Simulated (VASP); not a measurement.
# SnHBr₂F: screened Coulomb integrals of an active space by constrained RPA

SnHBr₂F, molecule in box, 5 atoms in the cell. PBE, constrained RPA for the effective Coulomb interaction; PAW potentials F_GW, Sn_d_GW, Br_GW, H_GW (PBE set).

Target states: HOMO-1 to LUMO+1; Empty bands asked for: 150; Cutoff of the response function (eV): 100.

## Input

INCAR.step1:
```
ENCUT = 420
PREC = Accurate
ISMEAR = -1
SIGMA = 0.02
LASPH = True
EDIFF = 1E-7
GGA = PE
ALGO = Normal
NELM = 150
LWAVE = True
LCHARG = False
```

INCAR.step2, as INCAR.step1 but for:
```
- ALGO = Normal
- NELM = 150
+ ALGO = Exact
+ NELM = 1
+ NBANDS = 168
+ LOPTICS = True
```

INCAR.step3:
```
  ALGO = CRPA
  ENCUT = 420
  ENCUTGW = 100
  GGA = PE
  ISMEAR = -1
  LASPH = True
  LCHARG = False
  LOCALIZED_BASIS = BLOCH
  LWAVE = False
  NBANDS = 168
  NCRPA_BANDS = 17 18 19 20
  NTARGET_STATES = 17 18 19 20
  PREC = Accurate
  PRECFOCK = Fast
  SIGMA = 0.02
```

KPOINTS:
```
k-points
0
Gamma
  1 1 1
```

POSCAR:
```
SnHBr2F
1.0
    8.4200000000      0.0000000000      0.0000000000
    0.0000000000      8.9800000000      0.0000000000
    0.0000000000      0.0000000000      8.8600000000
F Sn Br H
1 1 2 1
Direct
    0.4304394300      0.5395267200      0.6895993300
    0.5366033300      0.5452839600      0.4998363500
    0.6734441800      0.3064086800      0.4777257400
    0.3265558200      0.5618875200      0.3104006700
    0.6606769600      0.6935913200      0.5001185000
```

Commands (each step's output is kept before the next begins):
```
cat potpaw_PBE.64/F_GW/POTCAR potpaw_PBE.64/Sn_d_GW/POTCAR potpaw_PBE.64/Br_GW/POTCAR potpaw_PBE.64/H_GW/POTCAR > POTCAR
cp INCAR.step1 INCAR
mpirun -np 4 vasp_std > vasp.out
cp INCAR.step2 INCAR
mpirun -np 4 vasp_std > vasp.out
cp INCAR.step3 INCAR
mpirun -np 4 vasp_std > vasp.out
```

## Result

- Screened U within a state, mean (eV): 6.07
- Screened U' between states, mean (eV): 5.16
- Screened J (eV): 0.19
- Bare U within a state, mean (eV): 8.10
- Bare U' between states, mean (eV): 6.51
- Bare J (eV): 0.29

Target levels:

| Energy (eV) | Occupation |
|---|---|
| -6.53 | 1.00 |
| -6.41 | 1.00 |
| -2.13 | 0.00 |
| -0.41 | 0.00 |

Screened density-density integrals (eV):

| State | 1 | 2 | 3 | 4 |
|---|---|---|---|---|
| 1 | 6.69 | 5.75 | 5.22 | 4.80 |
| 2 | 5.75 | 6.32 | 5.23 | 4.76 |
| 3 | 5.22 | 5.23 | 5.72 | 5.22 |
| 4 | 4.80 | 4.76 | 5.22 | 5.53 |

Screened exchange integrals (eV):

| State | 1 | 2 | 3 | 4 |
|---|---|---|---|---|
| 1 | 6.69 | 0.31 | 0.14 | 0.11 |
| 2 | 0.31 | 6.32 | 0.19 | 0.09 |
| 3 | 0.14 | 0.19 | 5.72 | 0.32 |
| 4 | 0.11 | 0.09 | 0.32 | 5.53 |

Limits: the cutoff lies under the usual one of these potentials, so the numbers hold a basis-set error; the periodic box is only 8.42 Å wide at its narrowest and no larger one was tried.

VASP 6.6.1 took 2957 s on 4 cores (AMD EPYC 9R45 (Zen 5)), a shared host.
